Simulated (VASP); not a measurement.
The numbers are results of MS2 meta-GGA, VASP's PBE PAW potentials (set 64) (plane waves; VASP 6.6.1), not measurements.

VASP input:

File KPOINTS:
```
Automatic mesh
0
G
12 12 12
```

### INCAR
```
ALGO = Normal
EDIFF = 1E-6
EDIFFG = -0.01
ENCUT = 520
IBRION = 2
ISIF = 3
ISMEAR = 1
LASPH = .TRUE.
LCHARG = .FALSE.
LMAXMIX = 4
LMIXTAU = .TRUE.
LREAL = .FALSE.
LWAVE = .FALSE.
METAGGA = MS2
NELM = 100
NSW = 60
PREC = Accurate
SIGMA = 0.1
SYSTEM = CoGa
```

POSCAR:
```
CoGa
1.0
  2.8337298441   0.0000000000   0.0000000000
  0.0000000000   2.8337298441   0.0000000000
  0.0000000000   0.0000000000   2.8337298441
Ga Co
1 1
direct
  0.5000000000   0.5000000000   0.5000000000
  0.0000000000   0.0000000000   0.0000000000
```

POTCAR, in this order: Ga_d Co (PBE.64 set). Program: vasp_std.

Task: What will the output report for the number of irreducible k-points (NKPTS), largest plane-wave count, number of space-group operations, FFT grid (NGX, NGY, NGZ)?

Result: 
| Item | Value |
|---|---|
| number of irreducible k-points (NKPTS) | 84 |
| largest plane-wave count | 627 |
| number of space-group operations | 48 |
| FFT grid (NGX, NGY, NGZ) | 24 × 24 × 24 |

The compound is CoGa in the CsCl type structure. It was relaxed first. The start is the result of an earlier pass. The run is not spin-polarised, so no magnetic state was tried.
